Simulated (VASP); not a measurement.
Computed with r2SCAN+rVV10, VASP's PBE PAW potentials (set 64) (plane waves; VASP).

Input for VASP

File POSCAR:
```
Cu
1
    0.0000000000     1.8050000000     1.8050000000
    1.8050000000     0.0000000000     1.8050000000
    1.8050000000     1.8050000000     0.0000000000
Cu
1
Direct
  0.0000000000   0.0000000000   0.0000000000
```

**INCAR**
```
# general
SYSTEM   = Cu
PREC     = Accurate
ENCUT    = 520   # plane-wave cut-off (eV)
LREAL    = .False.   # projection in real space or not
LASPH    = .True.

# electronic loop
EDIFF    = 1E-6   # SCF stop (eV)
NELM     = 100   # most electronic steps
ALGO     = Normal
LMAXMIX  = 4
LMIXTAU  = .True.

# smearing
ISMEAR   = 1   # Methfessel-Paxton
SIGMA    = 0.1   # width (eV)

# functional
METAGGA  = R2SCAN
LUSE_VDW = .True.
BPARAM   = 11.95
CPARAM   = 0.0093

# ions
IBRION   = 2   # conjugate gradients
NSW      = 60   # most ionic steps
ISIF     = 3   # ions, shape and volume
EDIFFG   = -0.01   # ionic stop

# output
LWAVE    = .False.
LCHARG   = .False.
```

**KPOINTS**
```
Regular mesh
0
gamma
16 16 16
0 0 0
```

POTCAR, in this order: Cu (PBE.64 set). Program: vasp_std.

The run wrote:

OUTCAR:
```
 ion  position               nearest neighbor table
   1  0.000  0.000  0.000-
  LATTYP: Found a face centered cubic cell.
 ALAT       =     3.6100000000
 Subroutine PRICEL returns:
 Original cell was already a primitive cell.
 Subroutine GETGRP returns: Found 48 space group operations
The static configuration has the point symmetry O_h .
The dynamic configuration has the point symmetry O_h .
 Subroutine INISYM returns: Found 48 space group operations
 Subroutine IBZKPT returns following result:
 Found    145 irreducible k-points:

 Following reciprocal coordinates:
            Coordinates               Weight
  0.000000  0.000000  0.000000      1.000000
  0.062500  0.000000  0.000000      8.000000
  0.125000  0.000000  0.000000      8.000000
  0.187500  0.000000  0.000000      8.000000
  0.250000  0.000000  0.000000      8.000000
  0.312500  0.000000  0.000000      8.000000
  0.375000  0.000000  0.000000      8.000000
  0.437500  0.000000  0.000000      8.000000
  0.500000  0.000000  0.000000      4.000000
  0.062500  0.062500  0.000000      6.000000
  0.125000  0.062500  0.000000     24.000000
  0.187500  0.062500  0.000000     24.000000
  0.250000  0.062500  0.000000     24.000000
  0.312500  0.062500  0.000000     24.000000
  0.375000  0.062500  0.000000     24.000000
  0.437500  0.062500  0.000000     24.000000
  0.500000  0.062500  0.000000     24.000000
 -0.437500  0.062500  0.000000     24.000000
 -0.375000  0.062500  0.000000     24.000000
 -0.312500  0.062500  0.000000     24.000000
 -0.250000  0.062500  0.000000     24.000000
 -0.187500  0.062500  0.000000     24.000000
 -0.125000  0.062500  0.000000     24.000000
 -0.062500  0.062500  0.000000     12.000000
  0.125000  0.125000  0.000000      6.000000
...
```

### OSZICAR
```
       N       E                     dE             d eps       ncg     rms          rms(c)
DAV:   1     0.283267062183E+02    0.28327E+02   -0.58079E+03  2698   0.208E+03
DAV:   2    -0.126184458598E+02   -0.40945E+02   -0.38989E+02  2621   0.201E+02
DAV:   3    -0.131235294894E+02   -0.50508E+00   -0.50399E+00  3023   0.324E+01
DAV:   4    -0.131278757617E+02   -0.43463E-02   -0.43459E-02  3231   0.273E+00
DAV:   5    -0.131279358645E+02   -0.60103E-04   -0.60102E-04  3078   0.260E-01    0.797E+00
DAV:   6    -0.111946324399E+02    0.19333E+01   -0.29494E+01  2763   0.132E+02    0.592E+00
DAV:   7    -0.105400359411E+02    0.65460E+00   -0.59580E+00  2802   0.562E+01    0.469E-01
DAV:   8    -0.105399027386E+02    0.13320E-03   -0.15650E-01  2954   0.925E+00    0.973E-01
DAV:   9    -0.105292529037E+02    0.10650E-01   -0.14591E-01  3421   0.888E+00    0.397E-02
DAV:  10    -0.105305020427E+02   -0.12491E-02   -0.22116E-03  3033   0.637E-01    0.109E-01
DAV:  11    -0.105304641293E+02    0.37913E-04   -0.45982E-04  3722   0.413E-01    0.437E-02
DAV:  12    -0.105304771910E+02   -0.13062E-04   -0.53038E-04  2896   0.478E-01    0.273E-02
DAV:  13    -0.105304771373E+02    0.53668E-07   -0.95892E-05  2818   0.201E-01    0.850E-04
DAV:  14    -0.105304792359E+02   -0.20985E-05   -0.12756E-06  2221   0.182E-02    0.192E-03
DAV:  15    -0.105304791305E+02    0.10541E-06   -0.11523E-06  1460   0.265E-02
   1 F= -.10530479E+02 E0= -.10530434E+02  d E =-.105305E+02
       N       E                     dE             d eps       ncg     rms          rms(c)
DAV:   1    -0.113144130251E+02   -0.78393E+00   -0.14657E+01  2753   0.952E+01    0.743E+00
DAV:   2    -0.107893899591E+02    0.52502E+00   -0.13238E+01  2748   0.843E+01    0.306E+00
DAV:   3    -0.105456917435E+02    0.24370E+00   -0.22827E+00  2795   0.340E+01    0.108E+00
DAV:   4    -0.105203293064E+02    0.25362E-01   -0.14126E-01  2953   0.525E+00    0.353E-01
DAV:   5    -0.105333283161E+02   -0.12999E-01   -0.46675E-02  2761   0.373E+00    0.969E-02
DAV:   6    -0.105335871766E+02   -0.25886E-03   -0.30403E-03  2823   0.117E+00    0.250E-02
DAV:   7    -0.105335718362E+02    0.15340E-04   -0.55344E-05  2749   0.159E-01    0.436E-03
DAV:   8    -0.105335797179E+02   -0.78817E-05   -0.19792E-05  2720   0.650E-02    0.425E-03
DAV:   9    -0.105335815631E+02   -0.18452E-05   -0.23537E-06  2665   0.320E-02    0.546E-03
DAV:  10    -0.105335818716E+02   -0.30849E-06   -0.42846E-06  1381   0.458E-02
   2 F= -.10533582E+02 E0= -.10533616E+02  d E =-.310274E-02
       N       E                     dE             d eps       ncg     rms          rms(c)
DAV:   1    -0.106671821164E+02   -0.13360E+00   -0.26510E+00  2746   0.439E+01    0.291E+00
DAV:   2    -0.105680309942E+02    0.99151E-01   -0.18603E+00  2761   0.309E+01    0.108E+00
DAV:   3    -0.105400524976E+02    0.27978E-01   -0.33777E-01  2812   0.130E+01    0.503E-01
DAV:   4    -0.105361086155E+02    0.39439E-02   -0.33124E-02  3214   0.294E+00    0.176E-01
DAV:   5    -0.105369151042E+02   -0.80649E-03   -0.59367E-03  2843   0.150E+00    0.107E-02
DAV:   6    -0.105369295261E+02   -0.14422E-04   -0.41630E-05  2914   0.997E-02    0.130E-02
DAV:   7    -0.105369338789E+02   -0.43528E-05   -0.70667E-06  2747   0.516E-02    0.420E-03
DAV:   8    -0.105369342911E+02   -0.41218E-06   -0.52129E-06  2684   0.377E-02
   3 F= -.10536934E+02 E0= -.10536941E+02  d E =-.645516E-02
```

**OUTCAR**
```
------------------------ aborting loop because EDIFF is reached ----------------------------------------
  FORCE on cell =-STRESS in cart. coord.  units (eV):
  Direction    XX          YY          ZZ          XY          YZ          ZX
  --------------------------------------------------------------------------------------
  Total       -0.0041727     -0.0041727     -0.0041727      0.0000000     -0.0000000      0.0000000
  in kB       -0.5875512     -0.5875512     -0.5875512      0.0000000     -0.0000000      0.0000000
  external PRESSURE =      -0.5875512 kB  Pullay stress =       0.0000000 kB
  volume of cell :       11.38
      direct lattice vectors                 reciprocal lattice vectors
    -0.000000000  1.785191157  1.785191157    -0.280082051  0.280082051  0.280082051
     1.785191157 -0.000000000  1.785191157     0.280082051 -0.280082051  0.280082051
     1.785191157  1.785191157  0.000000000     0.280082051  0.280082051 -0.280082051
 POSITION                                       TOTAL-FORCE (eV/Angst)
 -----------------------------------------------------------------------------------
      0.00000      0.00000      0.00000        -0.000000     -0.000000     -0.000000
 -----------------------------------------------------------------------------------
    total drift:                               -0.000000     -0.000000     -0.000000
  FREE ENERGIE OF THE ION-ELECTRON SYSTEM (eV)
  ---------------------------------------------------
  free  energy   TOTEN  =       -10.5369342911 eV

  energy  without entropy=      -10.5369549946  energy(sigma->0) =      -10.53694119

 reached required accuracy - stopping structural energy minimisation
```
(Selected blocks of OUTCAR.)

CONTCAR:
```
Cu
   1.00000000000000
    -0.0000000000000000    1.7851911565560592    1.7851911565560592
     1.7851911565560592   -0.0000000000000000    1.7851911565560592
     1.7851911565560592    1.7851911565560592    0.0000000000000000
  Cu
     1
Direct
     0.0000000000000000    0.0000000000000000    0.0000000000000000
```

Energy and stress use the plane-wave basis of the starting cell.

The compound is Cu in the fcc structure. This run relaxes it. Symmetry was kept, so distortions that lower it aren't found.
